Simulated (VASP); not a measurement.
An input for Ansatz (written as the equivalent of a VASP run, and not itself run):

Ansatz 0.2 input:
```yaml
crystal:
  lattice:
    - [4.1673318, 0.0000000, 0.0000000]
    - [0.0000000, 4.1673318, 0.0000000]
    - [0.0000000, 0.0000000, 4.1673318]
  atoms:
    - { symbol: Mg, position: [0.0000000, 0.5000000, 0.5000000] }
    - { symbol: Mg, position: [0.5000000, 0.0000000, 0.5000000] }
    - { symbol: Mg, position: [0.5000000, 0.5000000, 0.0000000] }
    - { symbol: Zn, position: [0.0000000, 0.0000000, 0.0000000] }
    - { symbol: O, position: [0.5000000, 0.0000000, 0.0000000] }
    - { symbol: O, position: [0.0000000, 0.5000000, 0.0000000] }
    - { symbol: O, position: [0.0000000, 0.0000000, 0.5000000] }
    - { symbol: O, position: [0.5000000, 0.5000000, 0.5000000] }
kpoints:
  mp_grid: { grid: [6, 6, 6] }
hamiltonian:
  xc: lda
  pseudopotentials: { kind: paw }
scf:
  occupations: { method: tetrahedron }
  max_iter: 100
output: { forces: true, stress: true, eigenvalues: true }
```

Task: Translate this input to VASP (INCAR, KPOINTS, POSCAR, choice of POTCAR).

Result: Several could match; the one computed here: 
INCAR:
```
SYSTEM = Mg3ZnO4
PREC = Accurate; ENCUT = 520; LREAL = .FALSE.
LASPH = .TRUE.
EDIFF = 1E-7; NELM = 100; ALGO = Normal
LMAXMIX = 4
ISMEAR = -5
ISIF = 2
LWAVE = .FALSE.; LCHARG = .TRUE.; LORBIT = 11
NEDOS = 601
LEFG = .TRUE.
```

File KPOINTS:
```
Automatic mesh
0
Gamma
6 6 6
0 0 0
```

File POSCAR:
```
Mg3ZnO4
1
    4.1673318466     0.0000000000     0.0000000000
    0.0000000000     4.1673318466     0.0000000000
    0.0000000000     0.0000000000     4.1673318466
Mg Zn O
3 1 4
Direct
  0.0000000000   0.5000000000   0.5000000000
  0.5000000000   0.0000000000   0.5000000000
  0.5000000000   0.5000000000   0.0000000000
  0.0000000000   0.0000000000   0.0000000000
  0.5000000000   0.0000000000   0.0000000000
  0.0000000000   0.5000000000   0.0000000000
  0.0000000000   0.0000000000   0.5000000000
  0.5000000000   0.5000000000   0.5000000000
```

POTCAR, in this order: Mg Zn O (LDA.64 set). Program: vasp_std.

What does not carry over: each code has its own PAW files, so the cut-off isn't converted (ENCUT is set for VASP's; basis.ecutwfc is left out, and Ansatz then takes the one that its files recommend); Ansatz stops its SCF on the density residual and VASP on the energy change (EDIFF); Ansatz's lda is the Perdew-Wang form, while the LDA potentials of VASP carry Perdew-Zunger's; the field gradients of LEFG aren't asked of the other code.

The structure comes from a computed database's Mg3ZnO4 entry (Pm-3m); how it stands against other phases isn't given here. It was relaxed first, which changed the volume by -8 %.
